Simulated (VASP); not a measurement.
Given:

```xyz
2
Lattice="3.1831 0.0000 0.0000 0.0000 3.1831 0.0000 0.0000 0.0000 3.1831" Properties=species:S:1:pos:R:3 pbc="T T T"
Zn     1.5915     1.5915     1.5915
Au     0.0000     0.0000     0.0000
```

Computed with PBE GGA, VASP's PBE PAW potentials (set 64) (plane waves; VASP 6.6.1). Numerical set-up: 480 eV cut-off, 10×10×10 Γ-centred mesh, first-order Methfessel-Paxton smearing of 0.10 eV, potentials Zn Au.

Each relaxation starts from this cell; other phases were not tried.

### Question
The cell is relaxed at 5 GPa. What happens?

### Answer
The volume per atom goes from 16.13 to 15.57 Å³ (-3.4 %), and the cell becomes a = b = c = 3.146 Å, α = β = γ = 90.00°, space group Pm-3m.

Failed runs are left out, and for metals the shear rows, which the mesh's noise covers.

The compound is AuZn in the CsCl type structure. The electron count is odd and the run is not spin-polarised, which forces a metal.
